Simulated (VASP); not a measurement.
The system is LiLuSe2.

```xyz
16
Lattice="0.0000 5.6239 5.6239 5.6239 0.0000 5.6239 5.6239 5.6239 0.0000" Properties=species:S:1:pos:R:3 pbc="T T T"
Li    1.4060    1.4060    1.4060
Li    1.4060    4.2179    4.2179
Li    4.2179    4.2179    1.4060
Li    4.2179    1.4060    4.2179
Lu    7.0299    7.0299    7.0299
Lu    7.0299    4.2179    4.2179
Lu    4.2179    4.2179    7.0299
Lu    4.2179    7.0299    4.2179
Se    4.2530    4.2530    4.2530
Se    9.8067    7.0650    7.0650
Se    6.9948    6.9948    4.2530
Se    7.0650    9.8067    7.0650
Se    4.2530    6.9948    6.9948
Se    9.8067    9.8067    9.8067
Se    6.9948    4.2530    6.9948
Se    7.0650    7.0650    9.8067
```

The cell was built by a generator and needn't be a form met in nature.

- Program: VASP 6.6.1
- Task: relaxation of cell and atoms
- Functional: PBEsol
- Potentials or basis: VASP PAW PBE potentials, release 64 (Li_sv, Lu, Se)
- Cutoff: 600 eV
- k mesh: 4 × 4 × 4
- Occupations: gaussian, width 0.03 eV
- Spin: no spin polarisation

At the start: pressure -0.7 GPa; volume 22.23 Å³/atom.

**Question.** How do energy, volume and symmetry change on relaxing?

**Answer.** Over 10 steps the energy falls by 7.9 meV/atom and the volume is 21.40 Å³/atom (-3.8 %); space group Fd-3m (No. 227, to 0.05 Å).

The path:
| step | energy change (eV) | largest force (eV/Å) | pressure (GPa) | volume (Å³) |
| --- | --- | --- | --- | --- |
| 1 | 0.0000 | 0.3441 | -0.69 | 355.75 |
| 2 | -0.0566 | 0.2985 | -0.20 | 350.86 |
| 3 | -0.1054 | 0.2167 | 0.33 | 342.83 |
| 4 | -0.0127 | 0.0215 | 2.43 | 327.13 |
| 5 | -0.1068 | 0.1819 | 1.19 | 339.28 |
| 6 | -0.1248 | 0.0213 | 0.32 | 340.69 |
| 7 | -0.1248 | 0.0174 | 0.20 | 340.66 |
| 8 | -0.1248 | 0.0127 | 0.25 | 340.63 |
| 9 | -0.1262 | 0.0050 | 0.14 | 341.57 |
| 10 | -0.1267 | 0.0012 | 0.04 | 342.37 |

Final structure:
```
Li Lu Se
1.0
     0.00000    5.55250    5.55250
     5.55250    0.00000    5.55250
     5.55250    5.55250    0.00000
Li Lu Se
4 4 8
Direct
  0.12500 0.12500 0.12500
  0.62500 0.12500 0.12500
  0.12500 0.12500 0.62500
  0.12500 0.62500 0.12500
  0.62500 0.62500 0.62500
  0.12500 0.62500 0.62500
  0.62500 0.62500 0.12500
  0.62500 0.12500 0.62500
  0.37451 0.37451 0.37451
  0.37355 0.87548 0.87548
  0.37451 0.37451 0.87645
  0.87548 0.37355 0.87548
  0.87645 0.37451 0.37451
  0.87548 0.87548 0.87548
  0.37451 0.87645 0.37451
  0.87548 0.87548 0.37355
```

Caveat: the cutoff is under 1.25 times the usual one of these potentials, so pressure, stress and relaxed cells hold a basis-set (Pulay) error; the PAW data sets were made with another functional, which shifts forces and pressure a little.
